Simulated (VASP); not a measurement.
Here is the system:

```cif
data_In4Sb4
_chemical_formula_sum 'In4 Sb4'
_space_group_name_H-M_alt 'F-43m'
_space_group_IT_number 216
_space_group_name_Hall 'F -4 2 3'
_cell_length_a 6.54209
_cell_length_b 6.54209
_cell_length_c 6.54209
_cell_angle_alpha 90.000
_cell_angle_beta 90.000
_cell_angle_gamma 90.000
loop_
_atom_site_label
_atom_site_type_symbol
_atom_site_symmetry_multiplicity
_atom_site_Wyckoff_symbol
_atom_site_fract_x
_atom_site_fract_y
_atom_site_fract_z
_atom_site_occupancy
In1 In 4 a 0.00000 0.00000 0.00000 1
Sb1 Sb 4 d 0.75000 0.75000 0.75000 1
```
(The calculation used a cell of 2 atoms; values per cell refer to that cell.)

Method: vdW-DF-cx, VASP's PBE PAW potentials (set 64) (plane waves; VASP 6.6.1). Run with 520 eV cut-off, 10×10×10 Γ-centred mesh, first-order Methfessel-Paxton smearing of 0.10 eV, potentials In_d Sb.

Give the energy at these volumes per atom, relative to the lowest: 32.86, 33.91, 34.96, 36.01, 37.06 Å³.

19.1, 4.6, 0.0, 3.6, 14.0 meV/atom. A third-order Birch-Murnaghan fit gives B0 = 41.5 GPa and B0′ = 4.9.

Measured: bulk modulus 46.1 GPa at 0 K (computed value off by -9.9 %), as given by Daniel Mejia-Rodriguez et al., Physical Review B (2018), arXiv:1807.09216 [0 K value with the zero-point phonon effect removed]; a 6.468 Å at 0 K (computed value off by +1.1 %), as given by Daniel Mejia-Rodriguez et al., Physical Review B (2018), arXiv:1807.09216 [static lattice: zero-point anharmonic expansion removed].

The compound is InSb in the zinc blende structure. It was relaxed first.
